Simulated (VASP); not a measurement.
These are G0W0 on PBE orbitals, VASP's PBE PAW potentials (set 64) (plane waves; VASP) values and carry that method's errors.

Input for VASP

INCAR:
```
ALGO=EVGW0
ENCUT=500
ENCUTGW=180
GGA=PE
ISMEAR=0
LASPH=T
LCHARG=F
LREAL=F
LSPECTRALGW=T
LWAVE=T
NBANDS=128
NBANDSGW=19
NELMGW=1
NOMEGA=64
PREC=Normal
SIGMA=0.01
SYSTEM=GaAs
```

POSCAR:
```
GaAs
1
    0.0000000000     2.8250000000     2.8250000000
    2.8250000000     0.0000000000     2.8250000000
    2.8250000000     2.8250000000     0.0000000000
Ga As
1 1
Direct
  0.0000000000   0.0000000000   0.0000000000
  0.2500000000   0.2500000000   0.2500000000
```

### KPOINTS
```
Automatic mesh
0
Gamma
6 6 6
0 0 0
```

POTCAR, in this order: Ga_d_GW As_GW (PBE.64 set). Program: vasp_std. Read from the step before: W*.

Output of the run:

File OUTCAR:
```
 ion  position               nearest neighbor table
   1  0.000  0.000  0.000-   2 2.45   2 2.45   2 2.45   2 2.45
   2  0.250  0.250  0.250-   1 2.45   1 2.45   1 2.45   1 2.45
  LATTYP: Found a face centered cubic cell.
 ALAT       =     5.6500000000
 Subroutine PRICEL returns:
 Original cell was already a primitive cell.
 Subroutine GETGRP returns: Found 24 space group operations
The static configuration has the point symmetry T_d .
The dynamic configuration has the point symmetry T_d .
 Subroutine INISYM returns: Found 24 space group operations
 Subroutine IBZKPT returns following result:
 Found     16 irreducible k-points:

 Following reciprocal coordinates:
            Coordinates               Weight
  0.000000  0.000000  0.000000      1.000000
  0.166667  0.000000  0.000000      8.000000
  0.333333  0.000000  0.000000      8.000000
  0.500000  0.000000  0.000000      4.000000
  0.166667  0.166667  0.000000      6.000000
  0.333333  0.166667  0.000000     24.000000
  0.500000  0.166667  0.000000     24.000000
 -0.333333  0.166667  0.000000     24.000000
 -0.166667  0.166667  0.000000     12.000000
  0.333333  0.333333  0.000000      6.000000
  0.500000  0.333333  0.000000     24.000000
 -0.333333  0.333333  0.000000     12.000000
  0.500000  0.500000  0.000000      3.000000
  0.500000  0.333333  0.166667     24.000000
 -0.333333  0.333333  0.166667     24.000000
 -0.333333  0.500000  0.166667     12.000000
 Subroutine IBZKPT_HF returns following result:
   k-points           NKPTS =     16   k-points in BZ     NKDIM =    216   number of bands    NBANDS=    128
   number of dos      NEDOS =    301   number of ions     NIONS =      2
   total plane-waves  NPLWV =  13824
   dimension x,y,z NGX =    24 NGY =   24 NGZ =   24
   dimension x,y,z NGXF=    48 NGYF=   48 NGZF=   48
   ions per type =               1   1
   PREC   = normal    normal or accurate (medium, high low for compatibility)
   ISTART =      1    job   : 0-new  1-cont  2-samecut
   ICHARG =      0    charge: 1-file 2-atom 10-const
   ISPIN  =      1    spin polarized calculation?
   LNONCOLLINEAR =      F non collinear calculations
   LSORBIT =      F    spin-orbit coupling
   INIWAV =      1    electr: 0-lowe 1-rand  2-diag
   ENCUT  =  500.0 eV  36.75 Ry    6.06 a.u.   7.28  7.28  7.28*2*pi/ulx,y,z
   NELM   =     60;   NELMIN=  2; NELMDL=  0     # of ELM steps
   EDIFF  = 0.1E-03   stopping-criterion for ELM
   LREAL  =      F    real-space projection
   NLSPLINE    = F    spline interpolate recip. space projectors
   LMAXMIX     =    2 max onsite mixed and CHGCAR
   VOSKOWN=      0    Vosko Wilk Nusair interpolation
   EDIFFG = 0.1E-02   stopping-criterion for IOM
   NSW    =      0    number of steps for IOM
   NBLOCK =      1;   KBLOCK =      1    inner block; outer block
   IBRION =     -1    ionic relax: 0-MD 1-quasi-New 2-CG
   NFREE  =      0    steps in history (QN), initial steepest desc. (CG)
   ISIF   =      0    stress and relaxation
   ISYM   =      3    0-nonsym 1-usesym 2-fastsym
   TEIN   =    0.0    initial temperature
   TEBEG  =    0.0;   TEEND  =   0.0 temperature during run
   SMASS  =  -3.00    Nose mass-parameter (am)
   PSTRESS=    0.0 pullay stress
   NELECT =      18.0000    total number of electrons
   EFERMI =   0.00;   METHOD = LEGACY
   ISMEAR =     0;   SIGMA  =   0.01  broadening in eV -4-tet -1-fermi 0-gaus
   IALGO  =     38    algorithm
   LDIAG  =      T    sub-space diagonalisation (order eigenvalues)
   IMIX   =      4    mixing-type and parameters
     AMIX     =   0.40;   BMIX     =  1.00
     AMIX_MAG =   1.60;   BMIX_MAG =  1.00
     AMIN     =   0.10
   GGA     = PE    functional components
   VOSKOWN =     0    Vosko Wilk Nusair interpolation
...
```

File OSZICAR:
```
energies w=
    0.000    0.000    0.226    0.000    0.451    0.000    0.675    0.000
    0.898    0.000    1.118    0.000    1.337    0.000    1.552    0.000
    1.765    0.000    1.975    0.000    2.182    0.000    2.387    0.000
    2.588    0.000    2.787    0.000    2.983    0.000    3.177    0.000
    3.368    0.000    3.559    0.000    3.748    0.000    3.935    0.000
    4.123    0.000    4.310    0.000    4.497    0.000    4.686    0.000
    4.875    0.000    5.066    0.000    5.260    0.000    5.456    0.000
    5.656    0.000    5.860    0.000    6.069    0.000    6.284    0.000
    6.506    0.000    6.735    0.000    6.973    0.000    7.222    0.000
    7.482    0.000    7.755    0.000    8.044    0.000    8.350    0.000
    8.676    0.000    9.025    0.000    9.400    0.000    9.807    0.000
   10.248    0.000   10.733    0.000   11.267    0.000   11.860    0.000
   12.523    0.000   13.272    0.000   14.126    0.000   15.108    0.000
   16.253    0.000   17.605    0.000   19.227    0.000   21.209    0.000
   23.685    0.000   26.867    0.000   31.099    0.000   36.999    0.000
   45.777    0.000   60.187    0.000   88.125    0.000  165.191    0.000
NQ=   1    0.0000    0.0000    0.0000,
 performed        540000 updates of chi_q(r,r)
NQ=   2    0.1667    0.0000    0.0000,
 performed       1411000 updates of chi_q(r,r)
NQ=   3    0.3333    0.0000    0.0000,
 performed       2282000 updates of chi_q(r,r)
NQ=   4    0.5000    0.0000    0.0000,
 performed       3036000 updates of chi_q(r,r)
NQ=   5    0.1667    0.1667    0.0000,
 performed       3907000 updates of chi_q(r,r)
NQ=   6    0.3333    0.1667    0.0000,
 performed       5196000 updates of chi_q(r,r)
NQ=   7    0.5000    0.1667    0.0000,
 performed       6485000 updates of chi_q(r,r)
NQ=   8   -0.3333    0.1667    0.0000,
 performed       7774000 updates of chi_q(r,r)
NQ=   9   -0.1667    0.1667    0.0000,
 performed       8907000 updates of chi_q(r,r)
NQ=  10    0.3333    0.3333    0.0000,
 performed       9778000 updates of chi_q(r,r)
NQ=  11    0.5000    0.3333    0.0000,
 performed      11067000 updates of chi_q(r,r)
NQ=  12   -0.3333    0.3333    0.0000,
 performed      12200000 updates of chi_q(r,r)
NQ=  13    0.5000    0.5000    0.0000,
 performed      12886000 updates of chi_q(r,r)
NQ=  14    0.5000    0.3333    0.1667,
 performed      14321000 updates of chi_q(r,r)
NQ=  15   -0.3333    0.3333    0.1667,
 performed      15678000 updates of chi_q(r,r)
NQ=  16   -0.3333    0.5000    0.1667,
 performed      16816000 updates of chi_q(r,r)
 resolving degeneracies of screened two electron integrals
```

File OUTCAR:
```


 k-point   1 :       0.0000    0.0000    0.0000
  band No.  KS-energies  QP-energies   sigma(KS)   V_xc(KS)     V^pw_x(r,r')   Z            occupation Imag(sigma)

      1     -10.9440     -13.1796     -25.0804     -21.7092     -35.0566       0.6632       2.0000       0.1969
      2     -10.9440     -13.1796     -25.0804     -21.7092     -35.0566       0.6632       2.0000       0.1969
      3     -10.9440     -13.1796     -25.0804     -21.7092     -35.0566       0.6632       2.0000       0.1969
      4     -10.8648     -13.1270     -25.2127     -21.8124     -35.1672       0.6653       2.0000       0.1664
      5     -10.8648     -13.1270     -25.2127     -21.8124     -35.1672       0.6653       2.0000       0.1664
      6      -8.8672      -9.1752     -11.6367     -11.1391     -18.1219       0.6188       2.0000       0.9090
      7       3.8733       3.4200     -12.4509     -11.8511     -13.3910       0.7558       2.0000       0.0452
      8       3.8733       3.4200     -12.4509     -11.8511     -13.3910       0.7558       2.0000       0.0452
      9       3.8733       3.4200     -12.4509     -11.8511     -13.3910       0.7558       2.0000       0.0452
     10       4.3968       4.8261     -10.9285     -11.4878      -7.5014       0.7675       0.0000      -0.0498
     11       7.5980       7.6473      -9.9460     -10.0114      -5.6747       0.7531       0.0000      -0.0780
     12       7.5980       7.6473      -9.9460     -10.0114      -5.6747       0.7531       0.0000      -0.0780
     13       7.5980       7.6473      -9.9460     -10.0114      -5.6747       0.7531       0.0000      -0.0780
     14      11.4679      11.3953      -8.0092      -7.9126      -2.7090       0.7520       0.0000      -0.2195
     15      13.9769      13.9126      -9.9110      -9.8251      -4.5139       0.7482       0.0000      -0.3133
     16      13.9769      13.9126      -9.9110      -9.8251      -4.5139       0.7482       0.0000      -0.3133
     17      15.4172      15.1811      -8.0664      -7.7476      -2.2550       0.7408       0.0000      -0.4558
     18      15.4172      15.1811      -8.0664      -7.7476      -2.2550       0.7408       0.0000      -0.4558
     19      15.4172      15.1811      -8.0664      -7.7476      -2.2550       0.7408       0.0000      -0.4558

 k-point   2 :       0.1667    0.0000    0.0000
  band No.  KS-energies  QP-energies   sigma(KS)   V_xc(KS)     V^pw_x(r,r')   Z            occupation Imag(sigma)

      1     -10.9669     -13.1727     -24.9067     -21.5763     -34.8548       0.6623       2.0000       0.2058
      2     -10.9383     -13.1755     -25.0943     -21.7215     -35.0728       0.6633       2.0000       0.1964
      3     -10.9383     -13.1755     -25.0943     -21.7215     -35.0728       0.6633       2.0000       0.1964
      4     -10.8650     -13.1251     -25.2110     -21.8117     -35.1669       0.6648       2.0000       0.1665
      5     -10.8650     -13.1251     -25.2110     -21.8117     -35.1669       0.6648       2.0000       0.1665
      6      -8.5460      -8.8828     -11.8664     -11.3305     -18.2559       0.6285       2.0000       0.8894
      7       1.1584       0.7810     -11.8850     -11.3702     -13.4958       0.7331       2.0000       0.0794
      8       3.4909       3.0221     -12.2617     -11.6394     -13.2839       0.7533       2.0000       0.0478
      9       3.4909       3.0221     -12.2617     -11.6394     -13.2839       0.7533       2.0000       0.0478
     10       5.5078       5.7599     -10.5364     -10.8666      -6.9093       0.7634       0.0000      -0.0565
     11       8.1463       8.2073     -10.0864     -10.1681      -5.6619       0.7474       0.0000      -0.0884
     12       8.1463       8.2073     -10.0864     -10.1681      -5.6619       0.7474       0.0000      -0.0884
     13       8.5561       8.6420     -10.2604     -10.3756      -5.8242       0.7453       0.0000      -0.0992
     14      12.8190      12.7291      -8.3308      -8.2104      -2.7756       0.7457       0.0000      -0.2970
     15      12.9032      12.7721      -9.2013      -9.0265      -3.9742       0.7503       0.0000      -0.2672
     16      12.9032      12.7721      -9.2013      -9.0265      -3.9742       0.7503       0.0000      -0.2672
     17      14.6986      14.4822      -7.9754      -7.6858      -2.3338       0.7473       0.0000      -0.3897
     18      17.7731      17.5958      -8.8759      -8.6365      -2.7287       0.7405       0.0000      -0.6308
     19      17.7731      17.5958      -8.8759      -8.6365      -2.7287       0.7405       0.0000      -0.6308

 k-point   3 :       0.3333    0.0000    0.0000
  band No.  KS-energies  QP-energies   sigma(KS)   V_xc(KS)     V^pw_x(r,r')   Z            occupation Imag(sigma)

      1     -11.0063     -13.1729     -24.6708     -21.3955     -34.5822       0.6615       2.0000       0.2184
      2     -10.9283     -13.1682     -25.1153     -21.7389     -35.0946       0.6634       2.0000       0.1948
      3     -10.9283     -13.1682     -25.1153     -21.7389     -35.0946       0.6634       2.0000       0.1948
      4     -10.8630     -13.1237     -25.2158     -21.8175     -35.1769       0.6653       2.0000       0.1671
      5     -10.8630     -13.1237     -25.2158     -21.8175     -35.1769       0.6653       2.0000       0.1671
      6      -7.7162      -8.0951     -12.3300     -11.7514     -18.4389       0.6547       2.0000       0.8263
      7      -1.5147      -1.9675     -11.4933     -10.8467     -14.5259       0.7002       2.0000       0.2176
      8       2.9429       2.4466     -12.1092     -11.4464     -13.3321       0.7488       2.0000       0.0533
      9       2.9429       2.4466     -12.1092     -11.4464     -13.3321       0.7488       2.0000       0.0533
     10       5.0886       5.2915     -10.1712     -10.4357      -6.5618       0.7671       0.0000      -0.0556
     11       8.5639       8.5997      -9.8457      -9.8937      -5.3004       0.7452       0.0000      -0.0974
     12       8.5639       8.5997      -9.8457      -9.8937      -5.3004       0.7452       0.0000      -0.0974
     13      11.1273      11.1645      -9.8279      -9.8789      -4.4928       0.7311       0.0000      -0.2262
     14      12.6327      12.4812      -7.9948      -7.7931      -2.5917       0.7517       0.0000      -0.2754
     15      13.5274      13.4209      -9.4700      -9.3269      -3.9850       0.7441       0.0000      -0.3328
     16      13.5274      13.4209      -9.4700      -9.3269      -3.9850       0.7441       0.0000      -0.3328
     17      17.3690      17.3682      -9.5170      -9.5159      -3.0700       0.7268       0.0000      -0.6542
     18      20.2329      20.1240     -10.1747     -10.0266      -3.3872       0.7347       0.0000      -0.9971
     19      20.2329      20.1240     -10.1747     -10.0266      -3.3872       0.7347       0.0000      -0.9971

 k-point   4 :       0.5000    0.0000    0.0000
  band No.  KS-energies  QP-energies   sigma(KS)   V_xc(KS)     V^pw_x(r,r')   Z            occupation Imag(sigma)

      1     -11.0242     -13.1764     -24.5863     -21.3304     -34.4850       0.6610       2.0000       0.2235
      2     -10.9247     -13.1661     -25.1211     -21.7430     -35.0990       0.6635       2.0000       0.1938
      3     -10.9247     -13.1661     -25.1211     -21.7430     -35.0990       0.6635       2.0000       0.1938
      4     -10.8608     -13.1233     -25.2231     -21.8252     -35.1886       0.6658       2.0000       0.1678
      5     -10.8608     -13.1233     -25.2231     -21.8252     -35.1886       0.6658       2.0000       0.1678
      6      -7.0966      -7.4817     -12.7216     -12.1427     -18.6225       0.6652       2.0000       0.7606
      7      -2.7794      -3.2543     -11.1040     -10.4175     -14.7335       0.6917       2.0000       0.3365
      8       2.7272       2.2205     -12.0705     -11.3919     -13.3803       0.7467       2.0000       0.0556
      9       2.7272       2.2205     -12.0705     -11.3919     -13.3803       0.7467       2.0000       0.0556
     10       4.8719       5.0630     -10.1538     -10.4026      -6.6000       0.7681       0.0000      -0.0544
     11       8.5026       8.5128      -9.6476      -9.6614      -5.1432       0.7483       0.0000      -0.0952
     12       8.5026       8.5128      -9.6476      -9.6614      -5.1432       0.7483       0.0000      -0.0952
     13      11.6242      11.3914      -7.9554      -7.6414      -2.6358       0.7416       0.0000      -0.2226
     14      14.2871      14.3303      -9.6398      -9.6990      -3.6891       0.7308       0.0000      -0.4340
     15      15.7405      15.6964      -9.6748      -9.6149      -3.5447       0.7359       0.0000      -0.5264
     16      15.7405      15.6964      -9.6748      -9.6149      -3.5447       0.7359       0.0000      -0.5264
     17      16.3777      16.5379     -10.1599     -10.3794      -3.7478       0.7296       0.0000      -0.6430
     18      16.9685      16.8134     -10.1197      -9.9089      -3.9811       0.7357       0.0000      -0.6372
     19      16.9685      16.8134     -10.1197      -9.9089      -3.9811       0.7357       0.0000      -0.6372

 k-point   5 :       0.1667    0.1667    0.0000
  band No.  KS-energies  QP-energies   sigma(KS)   V_xc(KS)     V^pw_x(r,r')   Z            occupation Imag(sigma)

      1     -10.9790     -13.1765     -24.8596     -21.5400     -34.8021       0.6620       2.0000       0.2083
      2     -10.9322     -13.1713     -25.1092     -21.7339     -35.0893       0.6634       2.0000       0.1956
      3     -10.9322     -13.1713     -25.1092     -21.7339     -35.0893       0.6634       2.0000       0.1956
      4     -10.8701     -13.1268     -25.1937     -21.7960     -35.1453       0.6642       2.0000       0.1669
      5     -10.8616     -13.1240     -25.2182     -21.8191     -35.1771       0.6656       2.0000       0.1665
      6      -8.4389      -8.7836     -11.9188     -11.3750     -18.2708       0.6339       2.0000       0.8844
      7       1.1642       0.8414     -12.1011     -11.6613     -13.6535       0.7340       2.0000       0.0770
      8       2.8561       2.3603     -11.9452     -11.2827     -13.1398       0.7484       2.0000       0.0538
      9       2.8561       2.3603     -11.9452     -11.2827     -13.1398       0.7484       2.0000       0.0538
     10       6.3849       6.5122     -10.1078     -10.2756      -6.2072       0.7588       0.0000      -0.0655
     11       6.9905       7.1302     -10.3635     -10.5478      -6.4015       0.7580       0.0000      -0.0700
     12       9.1491       9.2275     -10.4213     -10.5273      -5.7342       0.7395       0.0000      -0.1164
     13       9.1491       9.2275     -10.4213     -10.5273      -5.7342       0.7395       0.0000      -0.1164
...
```
(Selected blocks of OUTCAR.)

The mesh is coarse and the basis finite, so the quasiparticle values are not converged.

The compound is GaAs in the zinc blende structure. The cell was not relaxed at this level.
